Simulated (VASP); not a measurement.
Data:

```xyz
1
Lattice="0.0000 2.6160 2.6160 2.6160 0.0000 2.6160 2.6160 2.6160 0.0000" Properties=species:S:1:pos:R:3 pbc="T T T"
Yb     0.0000     0.0000     0.0000
```

These are r2SCAN+rVV10, VASP's PBE PAW potentials (set 64) (plane waves; VASP 6.6.1) values and carry that method's errors. Numerical set-up: 520 eV cut-off, 9×9×9 Γ-centred mesh, Gaussian smearing of 0.050 eV, potentials Yb_2.

The 4f electrons are frozen in the core of the lanthanide potential, so 4f levels, which can set the real gap, and their magnetism are missing.

### Question
Give the stress tensor in GPa (positive for a compressed cell).

### Answer

```
1.30  0.00  0.00
0.00  1.30  0.00
0.00  0.00  1.30
```
The pressure is its mean diagonal, 1.30 GPa.

The compound is Yb in the fcc structure. This cell is one point of a volume scan, at 0.94 of the reference volume.
